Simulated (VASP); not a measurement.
A convergence study with VASP on CeO (space group Fm-3m): one setting is varied, all else stays as given below, so the limit is that of these other settings. Each run relaxes cell and ions from the cell shown.

```yaml
crystal:
  lattice:
    - [0.00000, 2.48314, 2.48314]
    - [2.48314, 0.00000, 2.48314]
    - [2.48314, 2.48314, 0.00000]
  atoms:
    - { symbol: Ce, position: [0.00000, 0.00000, 0.00000] }
    - { symbol: O, position: [0.50000, 0.50000, 0.50000] }
```

Method: PBEsol GGA, VASP's PBE PAW potentials (set 64) (plane waves; VASP 6.6.1). The tightest run used: 700 eV cut-off, 17×17×17 Γ-centred mesh, first-order Methfessel-Paxton smearing of 0.10 eV, potentials Ce O.

Task: The settings run are 2×2×2 mesh; 3×3×3 mesh; 4×4×4 mesh; 5×5×5 mesh; 6×6×6 mesh; 7×7×7 mesh; 8×8×8 mesh; 9×9×9 mesh; 11×11×11 mesh; 12×12×12 mesh; 13×13×13 mesh; 14×14×14 mesh; 15×15×15 mesh; 16×16×16 mesh; 17×17×17 mesh. From which on does the relaxed volume stay within 0.1 Å³/atom of the tightest run?

Result: From 4×4×4 mesh on: it is off by 0.017 there and by no more than 0.1 in any finer run, while 3×3×3 mesh is off by 0.149.
```tsv
setting	relaxed volume (Å³/atom)	E (eV/atom)	irreducible k-points	difference judged (Å³/atom)
2×2×2 mesh	14.954	-8.9581	3	0.126
3×3×3 mesh	14.977	-8.8010	4	0.149
4×4×4 mesh	14.811	-8.8669	8	0.017
5×5×5 mesh	14.870	-8.8498	10	0.042
6×6×6 mesh	14.854	-8.8510	16	0.026
7×7×7 mesh	14.827	-8.8613	20	0.001
8×8×8 mesh	14.843	-8.8553	29	0.015
9×9×9 mesh	14.826	-8.8604	35	0.002
11×11×11 mesh	14.832	-8.8581	56	0.004
12×12×12 mesh	14.851	-8.8601	72	0.023
13×13×13 mesh	14.836	-8.8583	84	0.008
14×14×14 mesh	14.828	-8.8597	104	0.000
15×15×15 mesh	14.831	-8.8593	120	0.002
16×16×16 mesh	14.831	-8.8588	145	0.003
17×17×17 mesh	14.828	-8.8597	165	0.000
```

Left out are rungs that failed or repeat a setting and relaxations that didn't move; long series are thinned to 24 rows.

The structure comes from a computed database's CeO entry (Fm-3m); how it stands against other phases isn't given here. The run is not spin-polarised, so no magnetic state was tried.
